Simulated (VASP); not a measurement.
Output of a VASP run:

OUTCAR:
```
 ion  position               nearest neighbor table
   1  0.667  0.333  0.750-   2 3.56   2 3.56   2 3.56   2 3.56   2 3.56   2 3.56
   2  0.333  0.667  0.250-   1 3.56   1 3.56   1 3.56   1 3.56   1 3.56   1 3.56
  LATTYP: Found a hexagonal cell.
 ALAT       =     3.6500000000
 C/A-ratio  =     1.5698630137
 Subroutine PRICEL returns:
 Original cell was already a primitive cell.
 Subroutine GETGRP returns: Found 24 space group operations
The static configuration has the point symmetry D_3d.
 The point group associated with its full space group is D_6h.
The dynamic configuration has the point symmetry D_3d.
 Subroutine INISYM returns: Found 24 space group operations
 Subroutine IBZKPT returns following result:
 Found     56 irreducible k-points:

 Following reciprocal coordinates:
            Coordinates               Weight
  0.000000  0.000000  0.000000      1.000000
  0.100000  0.000000  0.000000      6.000000
  0.200000  0.000000  0.000000      6.000000
  0.300000  0.000000  0.000000      6.000000
  0.400000  0.000000  0.000000      6.000000
  0.500000  0.000000  0.000000      3.000000
  0.100000  0.100000  0.000000      6.000000
  0.200000  0.100000  0.000000     12.000000
  0.300000  0.100000  0.000000     12.000000
  0.400000  0.100000  0.000000     12.000000
  0.200000  0.200000  0.000000      6.000000
  0.300000  0.200000  0.000000     12.000000
  0.400000  0.200000  0.000000      6.000000
  0.300000  0.300000  0.000000      6.000000
  0.000000  0.000000  0.166667      2.000000
  0.100000  0.000000  0.166667     12.000000
  0.200000  0.000000  0.166667     12.000000
  0.300000  0.000000  0.166667     12.000000
  0.400000  0.000000  0.166667     12.000000
  0.500000  0.000000  0.166667      6.000000
  0.100000  0.100000  0.166667     12.000000
  0.200000  0.100000  0.166667     24.000000
  0.300000  0.100000  0.166667     24.000000
  0.400000  0.100000  0.166667     24.000000
  0.200000  0.200000  0.166667     12.000000
  0.300000  0.200000  0.166667     24.000000
  0.400000  0.200000  0.166667     12.000000
  0.300000  0.300000  0.166667     12.000000
  0.000000  0.000000  0.333333      2.000000
  0.100000  0.000000  0.333333     12.000000
  0.200000  0.000000  0.333333     12.000000
  0.300000  0.000000  0.333333     12.000000
  0.400000  0.000000  0.333333     12.000000
  0.500000  0.000000  0.333333      6.000000
  0.100000  0.100000  0.333333     12.000000
  0.200000  0.100000  0.333333     24.000000
  0.300000  0.100000  0.333333     24.000000
  0.400000  0.100000  0.333333     24.000000
  0.200000  0.200000  0.333333     12.000000
  0.300000  0.200000  0.333333     24.000000
   k-points           NKPTS =     56   k-points in BZ     NKDIM =     56   number of bands    NBANDS=     15
   number of dos      NEDOS =    301   number of ions     NIONS =      2
   total plane-waves  NPLWV =  32928
   dimension x,y,z NGX =    28 NGY =   28 NGZ =   42
   dimension x,y,z NGXF=    56 NGYF=   56 NGZF=   84
   ions per type =               2
   PREC   = accura    normal or accurate (medium, high low for compatibility)
   ISTART =      0    job   : 0-new  1-cont  2-samecut
   ICHARG =      2    charge: 1-file 2-atom 10-const
   ISPIN  =      1    spin polarized calculation?
   LNONCOLLINEAR =      F non collinear calculations
   LSORBIT =      F    spin-orbit coupling
   INIWAV =      1    electr: 0-lowe 1-rand  2-diag
   ENCUT  =  480.0 eV  35.28 Ry    5.94 a.u.   6.52  6.52 10.24*2*pi/ulx,y,z
   NELM   =    100;   NELMIN=  2; NELMDL= -5     # of ELM steps
   EDIFF  = 0.1E-05   stopping-criterion for ELM
   LREAL  =      F    real-space projection
   NLSPLINE    = F    spline interpolate recip. space projectors
   LMAXMIX     =    4 max onsite mixed and CHGCAR
   VOSKOWN=      0    Vosko Wilk Nusair interpolation
   EDIFFG = -.1E-01   stopping-criterion for IOM
   NSW    =     60    number of steps for IOM
...
```

**OSZICAR**
```
...
DAV:  14    -0.136154588180E+02   -0.84738E-07   -0.15746E-07  1029   0.292E-03
   1 F= -.13615459E+02 E0= -.13616684E+02  d E =-.136155E+02
       N       E                     dE             d eps       ncg     rms          rms(c)
DAV:   1    -0.145058249076E+02   -0.89037E+00   -0.18335E+01  2487   0.308E+01    0.653E+00
DAV:   2    -0.137624488150E+02    0.74338E+00   -0.16835E+00  2249   0.952E+00    0.297E+00
DAV:   3    -0.135840331307E+02    0.17842E+00   -0.13304E+00  2625   0.642E+00    0.176E+00
DAV:   4    -0.136161984484E+02   -0.32165E-01   -0.12703E-01  1986   0.203E+00    0.792E-01
DAV:   5    -0.136412824826E+02   -0.25084E-01   -0.61512E-02  3050   0.101E+00    0.415E-01
DAV:   6    -0.136415107885E+02   -0.22831E-03   -0.18976E-03  1834   0.266E-01    0.315E-01
DAV:   7    -0.136442410524E+02   -0.27303E-02   -0.27633E-03  2023   0.429E-01    0.102E-01
DAV:   8    -0.136442702599E+02   -0.29207E-04   -0.31650E-04  2535   0.701E-02    0.593E-02
DAV:   9    -0.136442808019E+02   -0.10542E-04   -0.33883E-05  2665   0.250E-02    0.333E-02
DAV:  10    -0.136442804674E+02    0.33451E-06   -0.33680E-06  1728   0.975E-03
   2 F= -.13644280E+02 E0= -.13645134E+02  d E =-.288216E-01
       N       E                     dE             d eps       ncg     rms          rms(c)
DAV:   1    -0.136659200036E+02   -0.21639E-01   -0.44103E-01  2370   0.478E+00    0.103E+00
DAV:   2    -0.136483824033E+02    0.17538E-01   -0.53397E-02  2206   0.162E+00    0.493E-01
DAV:   3    -0.136439121448E+02    0.44703E-02   -0.41016E-02  2631   0.112E+00    0.322E-01
DAV:   4    -0.136445635921E+02   -0.65145E-03   -0.30646E-03  1995   0.352E-01    0.156E-01
DAV:   5    -0.136453514902E+02   -0.78790E-03   -0.15862E-03  3088   0.182E-01    0.631E-02
DAV:   6    -0.136453524184E+02   -0.92817E-06   -0.52765E-05  1863   0.497E-02    0.409E-02
DAV:   7    -0.136453952820E+02   -0.42864E-04   -0.47640E-05  2073   0.550E-02    0.126E-02
DAV:   8    -0.136453958446E+02   -0.56265E-06   -0.87170E-06  2160   0.111E-02
   3 F= -.13645396E+02 E0= -.13646339E+02  d E =-.299370E-01
       N       E                     dE             d eps       ncg     rms          rms(c)
DAV:   1    -0.136486635794E+02   -0.32683E-02   -0.14702E-01  1680   0.311E+00    0.285E-01
DAV:   2    -0.136468243534E+02    0.18392E-02   -0.45658E-03  1820   0.492E-01    0.154E-01
DAV:   3    -0.136460628900E+02    0.76146E-03   -0.23653E-03  2107   0.359E-01    0.901E-02
DAV:   4    -0.136460760824E+02   -0.13192E-04   -0.86178E-05  2063   0.676E-02    0.437E-02
DAV:   5    -0.136460702452E+02    0.58372E-05   -0.30988E-05  2205   0.388E-02    0.959E-03
DAV:   6    -0.136460703441E+02   -0.98907E-07   -0.12379E-06   999   0.812E-03
   4 F= -.13646070E+02 E0= -.13647041E+02  d E =-.674499E-03
       N       E                     dE             d eps       ncg     rms          rms(c)
DAV:   1    -0.136475545372E+02   -0.14843E-02   -0.77085E-02  1680   0.225E+00    0.208E-01
DAV:   2    -0.136465969523E+02    0.95758E-03   -0.23814E-03  1827   0.356E-01    0.111E-01
DAV:   3    -0.136462004732E+02    0.39648E-03   -0.12308E-03  2114   0.259E-01    0.650E-02
DAV:   4    -0.136462068775E+02   -0.64043E-05   -0.44622E-05  2041   0.488E-02    0.314E-02
DAV:   5    -0.136462035962E+02    0.32813E-05   -0.15626E-05  2219   0.277E-02    0.685E-03
DAV:   6    -0.136462036907E+02   -0.94552E-07   -0.60563E-07   931   0.577E-03
   5 F= -.13646204E+02 E0= -.13647159E+02  d E =-.807846E-03
```

File OUTCAR:
```
------------------------ aborting loop because EDIFF is reached ----------------------------------------
  FORCE on cell =-STRESS in cart. coord.  units (eV):
  Direction    XX          YY          ZZ          XY          YZ          ZX
  --------------------------------------------------------------------------------------
  Total        0.0006722      0.0006722      0.0050955      0.0000000     -0.0000000      0.0000000
  in kB        0.0172558      0.0172558      0.1308023      0.0000000     -0.0000000      0.0000000
  external PRESSURE =       0.0551046 kB  Pullay stress =       0.0000000 kB
  volume of cell :       62.41
      direct lattice vectors                 reciprocal lattice vectors
     3.604135791  0.000000000 -0.000000000     0.277459024  0.160191029 -0.000000000
    -1.802067896  3.121273420  0.000000000    -0.000000000  0.320382057  0.000000000
     0.000000000  0.000000000  5.548151654     0.000000000 -0.000000000  0.180240207
 POSITION                                       TOTAL-FORCE (eV/Angst)
 -----------------------------------------------------------------------------------
      1.80207      1.04042      4.16111         0.000000     -0.000000      0.000000
     -0.00000      2.08085      1.38704        -0.000000      0.000000      0.000000
 -----------------------------------------------------------------------------------
    total drift:                               -0.001101      0.000636     -0.000325
  FREE ENERGIE OF THE ION-ELECTRON SYSTEM (eV)
  ---------------------------------------------------
  free  energy   TOTEN  =       -13.6462036907 eV

  energy  without entropy=      -13.6490701352  energy(sigma->0) =      -13.64715917

 reached required accuracy - stopping structural energy minimisation
```
(Selected blocks of OUTCAR.)

File POSCAR:
```
Y
1
    3.6500000000     0.0000000000     0.0000000000
   -1.8250000000     3.1609930000     0.0000000000
    0.0000000000     0.0000000000     5.7300000000
Y
2
Direct
  0.6666670000   0.3333330000   0.7500000000
  0.3333330000   0.6666670000   0.2500000000
```

### Question
Write an INCAR and KPOINTS that could have produced this output.

### Answer
One answer among several that fit: the input of the run itself, PBEsol GGA, plane waves, VASP's PBE PAW potentials (set 64).

**KPOINTS**
```
Regular mesh
0
G
  10 10 6
```

**INCAR**
```
SYSTEM = Y
PREC = Accurate
ENCUT = 480
EDIFF = 1E-6
NELM = 100
ALGO = Normal
LREAL = .FALSE.
LASPH = .TRUE.
ISMEAR = 1
SIGMA = 0.1
GGA = PS
LMAXMIX = 4
LWAVE = .FALSE.
LCHARG = .FALSE.
IBRION = 2
ISIF = 3
NSW = 60
EDIFFG = -0.01
```

POTCAR, in this order: Y_sv (PBE.64 set). Program: vasp_std.

Energy and stress use the plane-wave basis of the starting cell.

The compound is Y in the hcp structure. This run relaxes it. Symmetry was kept, so distortions that lower it aren't found.
